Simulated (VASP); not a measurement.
Calculation: PBE GGA with D4 dispersion, VASP's PBE PAW potentials (set 64) (plane waves; VASP 6.6.1).

VASP ran on this input.

### KPOINTS
```
kpoints
0
Gamma
20 20 20
```

INCAR:
```
ALGO=Normal
EDIFF=1E-7
ENCUT=520
GGA=PE
ISIF=2
ISMEAR=-5
ISPIN=2
IVDW=13
LASPH=.TRUE.
LCHARG=.TRUE.
LMAXMIX=4
LORBIT=11
LREAL=.FALSE.
LWAVE=.FALSE.
MAGMOM=0.6
NEDOS=601
NELM=100
PREC=Accurate
SYSTEM=Ni
```

**POSCAR**
```
Ni
1
    0.0000000000     1.7400825912     1.7400825912
    1.7400825912     0.0000000000     1.7400825912
    1.7400825912     1.7400825912     0.0000000000
Ni
1
Direct
  0.0000000000   0.0000000000   0.0000000000
```

POTCAR, in this order: Ni (PBE.64 set). Program: vasp_std.

The resulting files:

**OSZICAR**
```
       N       E                     dE             d eps       ncg     rms          rms(c)
DAV:   1     0.229579591308E+02    0.22958E+02   -0.48741E+03  9336   0.145E+03
DAV:   2    -0.606798389958E+01   -0.29026E+02   -0.28147E+02  9328   0.167E+02
DAV:   3    -0.648305966025E+01   -0.41508E+00   -0.41449E+00 10631   0.267E+01
DAV:   4    -0.648705238798E+01   -0.39927E-02   -0.39933E-02 10439   0.229E+00
DAV:   5    -0.648715940510E+01   -0.10702E-03   -0.10703E-03 10673   0.326E-01    0.102E+01
DAV:   6    -0.577485597768E+01    0.71230E+00   -0.16136E+01  9699   0.659E+01    0.572E+00
DAV:   7    -0.548311849225E+01    0.29174E+00   -0.25849E+00  9743   0.248E+01    0.204E+00
DAV:   8    -0.546650791200E+01    0.16611E-01   -0.22931E-02 13024   0.180E+00    0.959E-01
DAV:   9    -0.546414550913E+01    0.23624E-02   -0.17147E-03 13635   0.419E-01    0.258E-01
DAV:  10    -0.546363734363E+01    0.50817E-03   -0.42336E-04 12674   0.177E-01    0.372E-02
DAV:  11    -0.546361275794E+01    0.24586E-04   -0.67867E-05 11895   0.993E-02    0.316E-02
DAV:  12    -0.546361109906E+01    0.16589E-05   -0.13194E-06 10703   0.172E-02    0.115E-02
DAV:  13    -0.546361289777E+01   -0.17987E-05   -0.51118E-07  9934   0.995E-03    0.425E-03
DAV:  14    -0.546361315811E+01   -0.26034E-06   -0.47159E-08  4764   0.316E-03    0.608E-04
DAV:  15    -0.546361320516E+01   -0.47052E-07   -0.62479E-09  4696   0.952E-04
   1 F= -.59321150E+01 E0= -.59321150E+01  d E =0.000000E+00  mag=     0.6067
```

**OUTCAR**
```
------------------------ aborting loop because EDIFF is reached ----------------------------------------
  Edisp (eV):   -0.46850
  FORCE on cell =-STRESS in cart. coord.  units (eV):
  Direction    XX          YY          ZZ          XY          YZ          ZX
  --------------------------------------------------------------------------------------
  Total       0.01073     0.01073     0.01073    -0.00000    -0.00000     0.00000
  in kB       1.63091     1.63091     1.63091    -0.00000    -0.00000     0.00000
  external pressure =        1.63 kB  Pullay stress =        0.00 kB
  volume of cell :       10.54
      direct lattice vectors                 reciprocal lattice vectors
     0.000000000  1.740082591  1.740082591    -0.287342683  0.287342683  0.287342683
     1.740082591  0.000000000  1.740082591     0.287342683 -0.287342683  0.287342683
     1.740082591  1.740082591  0.000000000     0.287342683  0.287342683 -0.287342683
 POSITION                                       TOTAL-FORCE (eV/Angst)
 -----------------------------------------------------------------------------------
      0.00000      0.00000      0.00000        -0.000000     -0.000000      0.000000
 -----------------------------------------------------------------------------------
    total drift:                               -0.000000     -0.000000      0.000000
  FREE ENERGIE OF THE ION-ELECTRON SYSTEM (eV)
  ---------------------------------------------------
  free  energy   TOTEN  =        -5.9321150246 eV

  energy  without entropy=       -5.9321150246  energy(sigma->0) =       -5.93211502

 total charge

# of ion       s       p       d       tot
------------------------------------------
    1        0.511   0.526   8.331   9.369

 magnetization (x)

# of ion       s       p       d       tot
------------------------------------------
    1       -0.007  -0.026   0.649   0.616
```
(Selected blocks of OUTCAR.)

For a metal the tetrahedron method with Blöchl corrections gives inexact stress and forces.

The compound is Ni in the fcc structure. It was relaxed first.
